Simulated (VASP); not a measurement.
Consider the following.

```yaml
crystal:
  lattice:
    - [0.00000, 2.98997, 2.98997]
    - [2.98997, 0.00000, 2.98997]
    - [2.98997, 2.98997, 0.00000]
  atoms:
    - { symbol: Cu, position: [0.00000, 0.00000, 0.00000] }
    - { symbol: I, position: [0.25000, 0.25000, 0.25000] }
```

Method: vdW-DF-cx, VASP's PBE PAW potentials (set 64) (plane waves; VASP). Numerical set-up: 520 eV cut-off, 9×9×9 Γ-centred mesh, tetrahedra with Blöchl corrections, potentials Cu I.

Unless said otherwise, spin-orbit coupling is left out, though it shifts the bands of the heavy elements here.

Problem. Predict the energy per atom (σ→0), band gap (on the k-mesh) with the smallest direct gap where there is one.

Solution. 
```
Property                                     Result
-----------------------------------  --------------
band gap (on the k-mesh)                    1.19 eV
smallest direct gap (on the k-mesh)         1.19 eV
energy per atom (σ→0)                -0.429 eV/atom
```

The absolute energy has meaning only against runs of the same code, potentials and settings.

The compound is CuI in the zinc blende structure. It was relaxed first.
